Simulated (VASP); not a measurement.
Elastic constants (GPa) of a crystal from PBE GGA, VASP's PBE PAW potentials (set 64) in VASP 6.6.1:

```json
[
 {"": "xx", "xx": "511.7", "yy": "104.5", "zz": "104.5", "yz": "0.0", "xz": "0.0", "xy": "0.0"},
 {"": "yy", "xx": "104.5", "yy": "511.7", "zz": "104.5", "yz": "0.0", "xz": "0.0", "xy": "0.0"},
 {"": "zz", "xx": "104.5", "yy": "104.5", "zz": "511.7", "yz": "0.0", "xz": "0.0", "xy": "0.0"},
 {"": "yz", "xx": "0.0", "yy": "0.0", "zz": "0.0", "yz": "175.7", "xz": "0.0", "xy": "0.0"},
 {"": "xz", "xx": "0.0", "yy": "0.0", "zz": "0.0", "yz": "0.0", "xz": "175.7", "xy": "0.0"},
 {"": "xy", "xx": "0.0", "yy": "0.0", "zz": "0.0", "yz": "0.0", "xz": "0.0", "xy": "175.7"}
]
```

Finite-difference elastic constants of metals are sensitive to mesh and smearing; shear constants can be off by tens of GPa.

Q: Work out the Voigt, Reuss and Hill moduli, Young's modulus and Poisson's ratio.

A: All eigenvalues are positive (smallest 175.7 GPa), so the crystal is stable. K_V = (C11+C22+C33+2(C12+C13+C23))/9 = (1535.1 + 2×313.5)/9 = 240.2 GPa; G_V = (1535.1 − 313.5 + 3×527.1)/15 = 186.9 GPa. From the compliances, K_R = 240.2 GPa and G_R = 185.9 GPa. Hill: K = 240.2 GPa, G = 186.4 GPa, E = 9KG/(3K+G) = 444.2 GPa, ν = (3K−2G)/(2(3K+G)) = 0.192. K/G = 1.29, below Pugh's 1.75; universal anisotropy A^U = 0.03.

Q: With a density of 12.61 g/cm³, what are the mean sound speeds?

A: v_l = √((K+4G/3)/ρ) = 6.23 km/s and v_t = √(G/ρ) = 3.84 km/s. The crystal is HfC (rock salt), cubic.

The compound is HfC in the rock salt structure. It was relaxed first.
